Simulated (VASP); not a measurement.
Ge2TeS, 4 atoms in the cell. It takes space group P4/mmm (No. 123, tetragonal). Conventional cell: a = 4.070 Å, b = 4.070 Å, c = 5.785 Å, α = 90.00°, β = 90.00°, γ = 90.00°. S (site symmetry 4/mmm) has 6 Ge at 2.88 to 2.89 Å as nearest neighbours. Around Ge (site symmetry 4/mmm) lie 4 Te at 2.88 Å and 2 S at 2.89 Å. Ge (site symmetry 4/mmm) is surrounded by 4 S at 2.88 Å and 2 Te at 2.89 Å. Te (site symmetry 4/mmm) is surrounded by 6 Ge at 2.88 to 2.89 Å. The cell was built by a generator and needn't be a form met in nature.

| Item | Value |
| --- | --- |
| Program | VASP 6.6.1 |
| Task | single point |
| Functional | PBE |
| Potentials or basis | VASP PAW PBE potentials, release 64 (S, Ge_d, Te) |
| Cutoff | 520 eV |
| k mesh | 6 × 6 × 4 |
| Occupations | fermi-dirac, width 0.02 eV |
| Spin | no spin polarisation |
| Dipole correction | no |
| Further INCAR settings | ALGO = Normal; EDIFF = 1e-06; NBANDS = 28 |

Potentials or basis: VASP PAW PBE potentials, release 64 (S, Ge_d, Te).

The run is started by

```console
$ cat potpaw_PBE.64/S/POTCAR potpaw_PBE.64/Ge_d/POTCAR potpaw_PBE.64/Te/POTCAR > POTCAR
$ mpirun -np 1 vasp_std > vasp.out
```

Hardware: 1 thread of Intel(R) Xeon(R) 6975P-C (Granite Rapids), with other jobs on the host.

Estimate the wall time of this run.

Run time: 29 s on 1 thread of Intel(R) Xeon(R) 6975P-C (Granite Rapids), on a shared host, peak memory 0.24 GiB. Counts: scf iterations 13, k points 30.
